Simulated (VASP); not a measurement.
A convergence study with VASP on MgTe (wurtzite): one setting is varied, all else stays as given below, so the limit is that of these other settings.

```xyz
4
Lattice="2.2750 -3.9404 0.0000 2.2750 3.9404 0.0000 0.0000 0.0000 7.3900" Properties=species:S:1:pos:R:3 pbc="T T T"
Mg     2.2750    -1.3135     3.6950
Mg     2.2750     1.3135     0.0000
Te     2.2750    -1.3135     6.4736
Te     2.2750     1.3135     2.7786
```

Calculation: PBE GGA, VASP's PBE PAW potentials (set 64) (plane waves; VASP 6.6.1). The tightest run used: 550 eV cut-off, 14×14×9 Γ-centred mesh, tetrahedra with Blöchl corrections, potentials Mg Te.

Question: The settings run are 3×3×2 mesh; 4×4×3 mesh; 5×5×3 mesh; 6×6×4 mesh; 7×7×5 mesh; 8×8×5 mesh; 9×9×6 mesh; 10×10×7 mesh; 11×11×7 mesh; 12×12×8 mesh; 13×13×9 mesh; 14×14×9 mesh. From which on does the energy per atom stay within 0.001 eV/atom of the tightest run?

Answer: From 6×6×4 mesh on: it is off by 0.0004 there and by no more than 0.001 in any finer run, while 5×5×3 mesh is off by 0.0020.
| setting | E (eV/atom) | pressure (GPa) | irreducible k-points | difference judged (eV/atom) |
|---|---|---|---|---|
| 3×3×2 mesh | -3.1598 | 1.76 | 6 | 0.0372 |
| 4×4×3 mesh | -3.1894 | 1.54 | 8 | 0.0076 |
| 5×5×3 mesh | -3.1950 | 1.49 | 10 | 0.0020 |
| 6×6×4 mesh | -3.1966 | 1.48 | 21 | 0.0004 |
| 7×7×5 mesh | -3.1969 | 1.48 | 24 | 0.0001 |
| 8×8×5 mesh | -3.1970 | 1.47 | 30 | 0.0000 |
| 9×9×6 mesh | -3.1970 | 1.47 | 48 | 0.0000 |
| 10×10×7 mesh | -3.1970 | 1.47 | 56 | 0.0000 |
| 11×11×7 mesh | -3.1970 | 1.47 | 64 | 0.0000 |
| 12×12×8 mesh | -3.1970 | 1.47 | 95 | 0.0000 |
| 13×13×9 mesh | -3.1970 | 1.47 | 105 | 0.0000 |
| 14×14×9 mesh | -3.1970 | 1.47 | 120 | 0.0000 |

Left out are rungs that failed or repeat a setting and relaxations that didn't move; long series are thinned to 24 rows.

The compound is MgTe in the wurtzite structure. The cell was not relaxed at this level.
